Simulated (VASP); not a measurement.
Output of a VASP run:

**OSZICAR**
```
       N       E                     dE             d eps       ncg     rms          rms(c)
DAV:   1     0.699191235105E+02    0.69919E+02   -0.70342E+03 14720   0.131E+03
DAV:   2    -0.143113183485E+02   -0.84230E+02   -0.77905E+02 14456   0.238E+02
DAV:   3    -0.161413518331E+02   -0.18300E+01   -0.17833E+01 17396   0.488E+01
DAV:   4    -0.161707949622E+02   -0.29443E-01   -0.29437E-01 20658   0.469E+00
DAV:   5    -0.161710213946E+02   -0.22643E-03   -0.22643E-03 17871   0.387E-01    0.148E+01
RMM:   6    -0.144790610966E+02    0.16920E+01   -0.13083E+01 14400   0.515E+01    0.750E+00
RMM:   7    -0.141094021447E+02    0.36966E+00   -0.18211E+00 14400   0.214E+01    0.418E+00
RMM:   8    -0.140848046620E+02    0.24597E-01   -0.52153E-02 14456   0.179E+00    0.178E+00
RMM:   9    -0.140718214032E+02    0.12983E-01   -0.13662E-02 15020   0.862E-01    0.469E-01
RMM:  10    -0.140717058400E+02    0.11556E-03   -0.21842E-03 15011   0.508E-01    0.199E-01
RMM:  11    -0.140716825446E+02    0.23295E-04   -0.72115E-04 16131   0.219E-01    0.479E-02
RMM:  12    -0.140716886936E+02   -0.61490E-05   -0.14797E-04 15287   0.112E-01    0.355E-02
RMM:  13    -0.140716955266E+02   -0.68330E-05   -0.33671E-05 10710   0.645E-02
   1 F= -.14071696E+02 E0= -.14071669E+02  d E =-.140717E+02  mag=     3.2212
```

**OUTCAR**
```
------------------------ aborting loop because EDIFF is reached ----------------------------------------
  FORCE on cell =-STRESS in cart. coord.  units (eV):
  Direction    XX          YY          ZZ          XY          YZ          ZX
  --------------------------------------------------------------------------------------
  Total       -0.2483507     -0.2483508     -0.3169479      0.0000000     -0.0000000      0.0000000
  in kB      -18.3626449    -18.3626489    -23.4346060      0.0000000     -0.0000000      0.0000000
  external PRESSURE =     -20.0532999 kB  Pullay stress =       0.0000000 kB
  volume of cell :       21.67
      direct lattice vectors                 reciprocal lattice vectors
     2.492266329  0.000000000  0.000000000     0.401241227  0.231656706  0.000000000
    -1.246133164  2.158366185  0.000000000     0.000000000  0.463313411  0.000000000
     0.000000000  0.000000000  4.028294184     0.000000000  0.000000000  0.248244034
 POSITION                                       TOTAL-FORCE (eV/Angst)
 -----------------------------------------------------------------------------------
      1.24613      0.71945      3.02122         0.000000     -0.000000      0.000000
     -0.00000      1.43891      1.00707        -0.000000      0.000000      0.000000
 -----------------------------------------------------------------------------------
    total drift:                               -0.000001      0.000000     -0.000029
  FREE ENERGIE OF THE ION-ELECTRON SYSTEM (eV)
  ---------------------------------------------------
  free  energy   TOTEN  =       -14.0716955266 eV

  energy  without entropy=      -14.0716174239  energy(sigma->0) =      -14.07166949

 total charge

# of ion       s       p       d       tot
------------------------------------------
    1        0.490   0.523   7.260   8.273
    2        0.490   0.523   7.260   8.273
--------------------------------------------------
tot          0.980   1.046  14.520  16.546

 magnetization (x)

# of ion       s       p       d       tot
------------------------------------------
    1       -0.015  -0.055   1.701   1.631
    2       -0.015  -0.055   1.701   1.631
--------------------------------------------------
tot         -0.030  -0.110   3.402   3.262

 reached required accuracy - stopping structural energy minimisation
```
(Selected blocks of OUTCAR.)

File POSCAR:
```
Co
1
    2.4922663286     0.0000000000     0.0000000000
   -1.2461331643     2.1583661850     0.0000000000
    0.0000000000     0.0000000000     4.0282941841
Co
2
Direct
  0.6666670000   0.3333330000   0.7500000000
  0.3333330000   0.6666670000   0.2500000000
```

Question: Reconstruct the remaining input files.

Answer: Several could match; the one computed here: the input of the run itself, PBE GGA, plane waves, VASP's PBE PAW potentials (set 64).

**INCAR**
```
SYSTEM = Co
PREC = Normal
ENCUT = 400
EDIFF = 1E-5
NELM = 100
ALGO = Fast
LREAL = .FALSE.
LASPH = .TRUE.
ISMEAR = 1
SIGMA = 0.1
GGA = PE
LMAXMIX = 4
ISPIN = 2
MAGMOM = 1.8 1.8
LORBIT = 10
LWAVE = .FALSE.
LCHARG = .FALSE.
NELMIN = 4
IBRION = 2
ISIF = 2
NSW = 20
EDIFFG = -0.03
```

File KPOINTS:
```
Automatic mesh
0
Gamma
19 19 10
0 0 0
```

POTCAR, in this order: Co (PBE.64 set). Program: vasp_std.

The compound is Co in the hcp structure. It was relaxed first.
